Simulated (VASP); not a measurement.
Data:

```xyz
5
Lattice="3.9525 0.0000 0.0000 0.0000 3.9525 0.0000 0.0000 0.0000 3.9525" Properties=species:S:1:pos:R:3 pbc="T T T"
Ba     0.0000     0.0000     0.0000
Ti     1.9763     1.9763     1.9763
O      1.9763     0.0000     1.9763
O      0.0000     1.9763     1.9763
O      1.9763     1.9763     0.0000
```

Method: LDA (Ceperley-Alder, Perdew-Zunger), VASP's LDA PAW potentials (set 64) (plane waves; VASP). Settings: 520 eV cut-off, 5×5×5 Γ-centred mesh, Gaussian smearing of 0.050 eV, potentials Ba_sv Ti_sv O.

Unless said otherwise, spin-orbit coupling is left out, though it shifts the bands of the heavy elements here.

Task: Estimate the energy per atom (σ→0), band gap (on the k-mesh) with the smallest direct gap where there is one.

Result: 
```
Item                                          Value
-----------------------------------  --------------
band gap (on the k-mesh)                    1.82 eV
smallest direct gap (on the k-mesh)         1.82 eV
energy per atom (σ→0)                -8.831 eV/atom
```

Total energies compare only between runs with the same potentials, cut-off and functional.

The compound is BaTiO3 in the cubic perovskite structure, the ideal cubic form; the compound distorts at low or room temperature. It was relaxed first. The start is the result of an earlier pass.
